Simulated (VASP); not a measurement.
All values below come from TPSS meta-GGA, VASP's PBE PAW potentials (set 64) (plane waves; VASP 6.6.1).

The input files of a VASP run:

**POSCAR**
```
Se atom
1
   12.0000000000     0.0000000000     0.0000000000
    0.0000000000    12.5000000000     0.0000000000
    0.0000000000     0.0000000000    13.0000000000
Se
1
Direct
  0.0000000000   0.0000000000   0.0000000000
```

INCAR:
```
SYSTEM = Se atom
PREC = Normal
ENCUT = 520
EDIFF = 1E-6
NELM = 200
ALGO = All
LREAL = .FALSE.
LASPH = .TRUE.
ISMEAR = 0
SIGMA = 0.01
METAGGA = TPSS
LMIXTAU = .TRUE.
LMAXMIX = 4
ISPIN = 2
MAGMOM = 2
LORBIT = 10
LWAVE = .FALSE.
LCHARG = .FALSE.
ISYM = 0
NUPDOWN = 2
```

### KPOINTS
```
Automatic mesh
0
gamma
 1 1 1
```

POTCAR, in this order: Se (PBE.64 set). Program: vasp_gam. Read from the step before: WAVECAR.

The resulting files:

**OUTCAR**
```
 ion  position               nearest neighbor table
   1  0.000  0.000  0.000-
 Subroutine IBZKPT returns following result:
 Found      1 irreducible k-points:

 Following reciprocal coordinates:
            Coordinates               Weight
  0.000000  0.000000  0.000000      1.000000
   k-points           NKPTS =      1   k-points in BZ     NKDIM =      1   number of bands    NBANDS=      8
   number of dos      NEDOS =    301   number of ions     NIONS =      1
   total plane-waves  NPLWV = 392000
   dimension x,y,z NGX =    70 NGY =   70 NGZ =   80
   dimension x,y,z NGXF=   140 NGYF=  140 NGZF=  160
   ions per type =               1
   PREC   = normal    normal or accurate (medium, high low for compatibility)
   ISTART =      1    job   : 0-new  1-cont  2-samecut
   ICHARG =      0    charge: 1-file 2-atom 10-const
   ISPIN  =      2    spin polarized calculation?
   LNONCOLLINEAR =      F non collinear calculations
   LSORBIT =      F    spin-orbit coupling
   INIWAV =      1    electr: 0-lowe 1-rand  2-diag
   ENCUT  =  520.0 eV  38.22 Ry    6.18 a.u.  22.31 23.24 24.17*2*pi/ulx,y,z
   NELM   =    200;   NELMIN=  2; NELMDL=  0     # of ELM steps
   EDIFF  = 0.1E-05   stopping-criterion for ELM
   LREAL  =      F    real-space projection
   NLSPLINE    = F    spline interpolate recip. space projectors
   LMAXMIX     =    4 max onsite mixed and CHGCAR
   VOSKOWN=      0    Vosko Wilk Nusair interpolation
   EDIFFG = 0.1E-04   stopping-criterion for IOM
   NSW    =      0    number of steps for IOM
   NBLOCK =      1;   KBLOCK =      1    inner block; outer block
   IBRION =     -1    ionic relax: 0-MD 1-quasi-New 2-CG
   NFREE  =      0    steps in history (QN), initial steepest desc. (CG)
   ISIF   =      2    stress and relaxation
   ISYM   =      0    0-nonsym 1-usesym 2-fastsym
   TEIN   =    0.0    initial temperature
   TEBEG  =    0.0;   TEEND  =   0.0 temperature during run
   SMASS  =  -3.00    Nose mass-parameter (am)
   PSTRESS=    0.0 pullay stress
   NELECT =       6.0000    total number of electrons
   EFERMI =   0.00;   METHOD = LEGACY
   ISMEAR =     0;   SIGMA  =   0.01  broadening in eV -4-tet -1-fermi 0-gaus
   IALGO  =     58    algorithm
   LDIAG  =      T    sub-space diagonalisation (order eigenvalues)
   IMIX   =      4    mixing-type and parameters
     AMIX     =   0.40;   BMIX     =  1.00
     AMIX_MAG =   1.60;   BMIX_MAG =  1.00
     AMIN     =   0.10
   METAGGA = TPSS    functional components
   VOSKOWN =     0    Vosko Wilk Nusair interpolation
   LHFCALC =     F    Hartree Fock is set to
   LHFONE  =     F    Hartree Fock one center treatment
   AEXX    =    0.0000 exact exchange contribution
   IVDW    =     0    specifies the selected vdW correction
   LEPSILON=     F    determine dielectric tensor
   LRPA    =     F    only Hartree local field effects (RPA)
  energy-cutoff  :      520.00
  volume of cell :     1950.00
      direct lattice vectors                 reciprocal lattice vectors
    12.000000000  0.000000000  0.000000000     0.083333333  0.000000000  0.000000000
     0.000000000 12.500000000  0.000000000     0.000000000  0.080000000  0.000000000
     0.000000000  0.000000000 13.000000000     0.000000000  0.000000000  0.076923077
 k-point     1 :   0.0000 0.0000 0.0000  plane waves:   26244
 maximum number of plane-waves:     26244
```

**OSZICAR**
```
       N       E                     dE             d eps       ncg     rms           ort
SDA:   1    -0.900566589316E+01   -0.90057E+01    0.00000E+00     8   0.212E-01   0.000E+00
CGA:   2    -0.901341658775E+01   -0.77507E-02   -0.77500E-02     8   0.567E-02   0.102E-04
SDA:   3    -0.904787696558E+01   -0.34460E-01   -0.34688E-01     8   0.253E+00  -0.225E-03
CGA:   4    -0.915022518190E+01   -0.10235E+00   -0.10497E+00     8   0.189E+00  -0.919E-02
CGA:   5    -0.919374005332E+01   -0.43515E-01   -0.47752E-01     8   0.251E-01   0.212E-01
CGA:   6    -0.920361459033E+01   -0.98745E-02   -0.98749E-02     8   0.845E-02  -0.106E-04
CGA:   7    -0.920620795789E+01   -0.25934E-02   -0.25933E-02     8   0.157E-02  -0.270E-05
CGA:   8    -0.920671538785E+01   -0.50743E-03   -0.50744E-03     8   0.325E-03   0.233E-05
CGA:   9    -0.920683044413E+01   -0.11506E-03   -0.11505E-03     8   0.731E-04   0.848E-07
CGA:  10    -0.920685582238E+01   -0.25378E-04   -0.25385E-04     8   0.148E-04  -0.372E-06
CGA:  11    -0.920686137984E+01   -0.55575E-05   -0.55488E-05     8   0.336E-05   0.203E-06
CGA:  12    -0.920686265186E+01   -0.12720E-05   -0.12683E-05     8   0.767E-06   0.105E-06
CGA:  13    -0.920686301313E+01   -0.36128E-06   -0.36615E-06     8   0.294E-06  -0.382E-07
   1 F= -.92068630E+01 E0= -.92068630E+01  d E =-.216468E-12  mag=     2.0000
```

File OUTCAR:
```
------------------------ aborting loop because EDIFF is reached ----------------------------------------
  FORCE on cell =-STRESS in cart. coord.  units (eV):
  Direction    XX          YY          ZZ          XY          YZ          ZX
  --------------------------------------------------------------------------------------
  Total       -0.0013367     -0.0002853     -0.0002945     -0.0002270     -0.0003061     -0.0007771
  in kB       -0.0010983     -0.0002344     -0.0002420     -0.0001865     -0.0002515     -0.0006385
  external PRESSURE =      -0.0005249 kB  Pullay stress =       0.0000000 kB
  volume of cell :     1950.00
      direct lattice vectors                 reciprocal lattice vectors
    12.000000000  0.000000000  0.000000000     0.083333333  0.000000000  0.000000000
     0.000000000 12.500000000  0.000000000     0.000000000  0.080000000  0.000000000
     0.000000000  0.000000000 13.000000000     0.000000000  0.000000000  0.076923077
 POSITION                                       TOTAL-FORCE (eV/Angst)
 -----------------------------------------------------------------------------------
      0.00000      0.00000      0.00000        -0.000000      0.000000     -0.000000
 -----------------------------------------------------------------------------------
    total drift:                               -0.000000      0.000000     -0.000000
  FREE ENERGIE OF THE ION-ELECTRON SYSTEM (eV)
  ---------------------------------------------------
  free  energy   TOTEN  =        -9.2068630131 eV

  energy  without entropy=       -9.2068630131  energy(sigma->0) =       -9.20686301

 total charge

# of ion       s       p       d       tot
------------------------------------------
    1        1.494   2.098   0.001   3.594

 magnetization (x)

# of ion       s       p       d       tot
------------------------------------------
    1        0.014   1.092   0.001   1.107
```
(Selected blocks of OUTCAR.)

File OUTCAR:
```
 val. band max:       -5.7191059476   @ k =   0.0000   0.0000   0.0000

 cond. band min:      -5.1644476945   @ k =   0.0000   0.0000   0.0000


 Fermi energy:        -6.2968594635

 spin component 1

 k-point     1 :       0.0000    0.0000    0.0000
  band No.  band energies     occupation
      1     -18.1076      1.00000
      2      -7.5218      1.00000
      3      -7.5216      1.00000
      4      -6.3500      1.00000
      5      -0.4627      0.00000
      6       0.5603      0.00000
      7       0.6507      0.00000
      8       0.6692      0.00000

 Fermi energy:        -5.6710800314

 spin component 2

 k-point     1 :       0.0000    0.0000    0.0000
  band No.  band energies     occupation
      1     -16.1538      1.00000
      2      -5.7191      1.00000
      3      -5.1644      0.00000
      4      -5.1643      0.00000
      5      -0.2496      0.00000
      6       0.6911      0.00000
      7       0.7237      0.00000
      8       0.8547      0.00000
```

The atom may not be in its lowest state.

The cell is a free atom in a box.
